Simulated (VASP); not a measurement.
Level of theory: r2SCAN meta-GGA, VASP's PBE PAW potentials (set 64) (plane waves; VASP).

VASP input:

KPOINTS:
```
Automatic mesh
0
Gamma
17 17 10
0 0 0
```

File KPOINTS_OPT:
```
k-points along high-symmetry lines
6
Line-mode
Reciprocal
  0.000000   0.000000   0.000000 ! GAMMA
 -0.000000   0.500000   0.000000 ! M

 -0.000000   0.500000   0.000000 ! M
 -0.333333   0.666667   0.000000 ! K

 -0.333333   0.666667   0.000000 ! K
  0.000000   0.000000   0.000000 ! GAMMA

  0.000000   0.000000   0.000000 ! GAMMA
  0.000000   0.000000   0.500000 ! A

  0.000000   0.000000   0.500000 ! A
 -0.000000   0.500000   0.500000 ! L

 -0.000000   0.500000   0.500000 ! L
 -0.333333   0.666667   0.500000 ! H

 -0.333333   0.666667   0.500000 ! H
  0.000000   0.000000   0.500000 ! A

 -0.000000   0.500000   0.500000 ! L
 -0.000000   0.500000   0.000000 ! M

 -0.333333   0.666667   0.500000 ! H
 -0.333333   0.666667   0.000000 ! K
```

**INCAR**
```
SYSTEM = Ru
PREC = Accurate; ENCUT = 400; LREAL = .FALSE.
LASPH = .TRUE.
EDIFF = 1E-7; NELM = 100; ALGO = Normal
LMAXMIX = 4; LMIXTAU = .TRUE.
ISMEAR = -5
METAGGA = R2SCAN
ISIF = 2
LWAVE = .FALSE.; LCHARG = .FALSE.; LORBIT = 11
NEDOS = 601
```

File POSCAR:
```
Ru
8.5260320
  0.1587519395  -0.2749664432   0.0000000000
  0.1587519395   0.2749664432   0.0000000000
  0.0000000000   0.0000000000   0.5000000074
Ru
2
Cartesian
  0.1587519395   0.0916556644   0.1250000019
  0.1587519395  -0.0916556644   0.3750000056
```

POTCAR, in this order: Ru_pv (PBE.64 set). Program: vasp_std.

The run wrote:

**OSZICAR**
```
       N       E                     dE             d eps       ncg     rms          rms(c)
DAV:   1     0.212165463346E+03    0.21217E+03   -0.16189E+04  7176   0.147E+03
DAV:   2    -0.556269848661E+02   -0.26779E+03   -0.26262E+03  7622   0.460E+02
DAV:   3    -0.614198785166E+02   -0.57929E+01   -0.56853E+01  7454   0.736E+01
DAV:   4    -0.614844359437E+02   -0.64557E-01   -0.64537E-01  9668   0.688E+00
DAV:   5    -0.614854407046E+02   -0.10048E-02   -0.10063E-02  7974   0.656E-01    0.228E+01
DAV:   6    -0.515223542576E+02    0.99631E+01   -0.12159E+01  7140   0.401E+01    0.190E+00
DAV:   7    -0.502211485263E+02    0.13012E+01   -0.55305E-01  7264   0.709E+00    0.820E-01
DAV:   8    -0.507702210387E+02   -0.54907E+00   -0.65411E-01  7182   0.645E+00    0.156E+00
DAV:   9    -0.507802788957E+02   -0.10058E-01   -0.11656E-02  7284   0.113E+00    0.788E-01
DAV:  10    -0.508469073659E+02   -0.66628E-01   -0.10445E-02  7180   0.107E+00    0.438E-01
DAV:  11    -0.508468065601E+02    0.10081E-03   -0.60533E-03  7392   0.809E-01    0.138E-01
DAV:  12    -0.508503231630E+02   -0.35166E-02   -0.39330E-03  7240   0.627E-01    0.144E-01
DAV:  13    -0.508539130754E+02   -0.35899E-02   -0.23375E-03  7240   0.495E-01    0.255E-02
DAV:  14    -0.508539771844E+02   -0.64109E-04   -0.25129E-04  7492   0.162E-01    0.220E-02
DAV:  15    -0.508539637654E+02    0.13419E-04   -0.26615E-05  7844   0.472E-02    0.260E-02
DAV:  16    -0.508539547984E+02    0.89670E-05   -0.66425E-05  7282   0.868E-02    0.371E-02
DAV:  17    -0.508540739675E+02   -0.11917E-03   -0.47788E-05  7268   0.472E-02    0.862E-03
DAV:  18    -0.508540479358E+02    0.26032E-04   -0.11806E-06  8130   0.111E-02    0.547E-03
DAV:  19    -0.508540577365E+02   -0.98007E-05   -0.40557E-07  6968   0.651E-03    0.397E-03
DAV:  20    -0.508540564529E+02    0.12836E-05   -0.51606E-07  7330   0.751E-03    0.161E-03
DAV:  21    -0.508540620240E+02   -0.55711E-05   -0.15070E-08  3806   0.119E-03    0.952E-04
DAV:  22    -0.508540583659E+02    0.36582E-05   -0.15458E-08  3792   0.118E-03    0.435E-04
DAV:  23    -0.508540602454E+02   -0.18796E-05   -0.11235E-08  3784   0.102E-03    0.689E-05
DAV:  24    -0.508540596975E+02    0.54791E-06   -0.15561E-09  3782   0.335E-04    0.459E-05
DAV:  25    -0.508540598726E+02   -0.17502E-06   -0.55366E-10  3772   0.151E-04    0.365E-05
DAV:  26    -0.508540598448E+02    0.27710E-07   -0.30171E-10  3764   0.101E-04
   1 F= -.50854060E+02 E0= -.50854060E+02  d E =0.000000E+00
       N       E                     dE             ncg
```

File OUTCAR:
```
------------------------ aborting loop because EDIFF is reached ----------------------------------------
  FORCE on cell =-STRESS in cart. coord.  units (eV):
  Direction    XX          YY          ZZ          XY          YZ          ZX
  --------------------------------------------------------------------------------------
  Total       -0.0376761     -0.0376761      0.0363540      0.0000000      0.0000000      0.0000000
  in kB       -2.2311926     -2.2311929      2.1528987      0.0000000      0.0000000      0.0000000
  external PRESSURE =      -0.7698289 kB  Pullay stress =       0.0000000 kB
  volume of cell :       27.05
      direct lattice vectors                 reciprocal lattice vectors
     1.353524116 -2.344372693  0.000000000     0.369406052 -0.213276669  0.000000000
     1.353524116  2.344372693  0.000000000     0.369406052  0.213276669  0.000000000
     0.000000000  0.000000000  4.263016063     0.000000000  0.000000000  0.234575705
 POSITION                                       TOTAL-FORCE (eV/Angst)
 -----------------------------------------------------------------------------------
      1.35352      0.78146      1.06575         0.000000      0.000000      0.000000
      1.35352     -0.78146      3.19726        -0.000000     -0.000000      0.000000
 -----------------------------------------------------------------------------------
    total drift:                                0.000013      0.000508     -0.000045
  FREE ENERGIE OF THE ION-ELECTRON SYSTEM (eV)
  ---------------------------------------------------
  free  energy   TOTEN  =       -50.8540598448 eV

  energy  without entropy=      -50.8540598448  energy(sigma->0) =      -50.85405984

 total charge

# of ion       s       p       d       tot
------------------------------------------
    1        0.410   6.321   5.951  12.683
    2        0.410   6.321   5.951  12.683
--------------------------------------------------
tot          0.821  12.642  11.902  25.365
```
(Selected blocks of OUTCAR.)

**OUTCAR**
```
 val. band max:       12.8878304246   @ k =   0.0588   0.0000   0.0000

 cond. band min:      12.7703605597   @ k =   0.1765   0.0000   0.4000


 Fermi energy:        12.7997921061

 k-point     1 :       0.0000    0.0000    0.0000
  band No.  band energies     occupation
      1     -32.3176      2.00000
      2     -31.3043      2.00000
      3     -31.3043      2.00000
      4     -31.1150      2.00000
      5     -31.1150      2.00000
      6     -31.0579      2.00000
      7       4.4141      2.00000
      8       6.2679      2.00000
      9      10.0694      2.00000
     10      10.0694      2.00000
     11      10.3081      2.00000
     12      10.7878      2.00000
     13      10.7878      2.00000
     14      11.2842      2.00000
     15      11.2842      2.00000
     16      14.0275     -0.19540
     17      14.0276      0.00000
     18      14.2078      0.00000

 k-point     2 :       0.0588    0.0000    0.0000
  band No.  band energies     occupation
      1     -32.3046      2.00000
      2     -31.3313      2.00000
      3     -31.3135      2.00000
      4     -31.1432      2.00000
      5     -31.1184      2.00000
      6     -31.0635      2.00000
      7       4.5497      2.00000
      8       6.3708      2.00000
      9       9.8006      2.00000
     10      10.1782      2.00000
     11      10.5428      2.00000
     12      10.7298      2.00000
     13      10.8878      2.00000
     14      11.1549      2.00000
     15      11.2012      2.00000
     16      12.8878      1.03482
     17      14.0799      0.00000
     18      15.5272      0.00000

 k-point     3 :       0.1176    0.0000    0.0000
  band No.  band energies     occupation
      1     -32.2668      2.00000
      2     -31.4090      2.00000
      3     -31.3393      2.00000
      4     -31.2238      2.00000
      5     -31.1291      2.00000
      6     -31.0819      2.00000
      7       4.9393      2.00000
      8       6.6488      2.00000
      9       9.4079      2.00000
...
```

For a metal the tetrahedron method with Blöchl corrections gives inexact stress and forces.

The compound is Ru in the hcp structure. It was relaxed first.
